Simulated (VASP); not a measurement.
Data:

```
CELL_PARAMETERS angstrom
      1.14500    -1.98320     0.00000
      1.14500     1.98320     0.00000
      0.00000     0.00000     3.58000
ATOMIC_POSITIONS crystal
  Be 0.33333 0.66667 0.25000
  Be 0.66667 0.33333 0.75000
```

Calculation: PBE GGA, VASP's PBE PAW potentials (set 64) (plane waves; VASP). Numerical set-up: 400 eV cut-off, 14×14×8 Γ-centred mesh, first-order Methfessel-Paxton smearing of 0.10 eV, potentials Be.

**Question.** Give the stress tensor in GPa (positive for a compressed cell).

**Answer.** 
```
-3.62   0.00   0.00
 0.00  -3.62   0.00
 0.00   0.00  -1.94
```
The pressure is its mean diagonal, -3.06 GPa.

The compound is Be in the hcp structure. The cell was not relaxed at this level.
